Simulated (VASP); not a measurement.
Input:

```
TiB2
1.0
    1.52766    -2.60274     0.00000
    1.52766     2.60274     0.00000
    0.00000     0.00000     3.17896
Ti B
1 2
Direct
  0.00000   0.00000   0.00000
  0.33333   0.66667   0.50000
  0.68553   0.35219   0.50000
```

Level of theory: PBE GGA + U (Dudarev), VASP's PBE PAW potentials (set 64) (plane waves; VASP). Numerical set-up: 520 eV cut-off, 10×10×9 Γ-centred mesh, first-order Methfessel-Paxton smearing of 0.10 eV, potentials Ti_sv B, U − J: Ti 4.00 eV.

**Question.** Give the force on each atom (eV/Å).

**Answer.** 
```csv
atom,Fx,Fy,Fz
Ti1,0.448,0.015,0.000
B2,0.628,-0.026,0.000
B3,-1.076,0.011,0.000
```

**Question.** Give the stress tensor in GPa (positive for a compressed cell).

**Answer.** 
```
 5.13  -0.58   0.00
-0.58  14.17   0.00
 0.00   0.00  18.80
```
The pressure is its mean diagonal, 12.70 GPa.

The compound is TiB2 in the AlB2 type structure. The cell was not relaxed at this level, atoms are displaced from their ideal sites. The run is one of a series of settings (LDAU = .TRUE., LDAUJ = 0 0, LDAUL = 2 -1, LDAUTYPE = 2, LDAUU = 4.0 0 against the base run), some of them coarse on purpose.
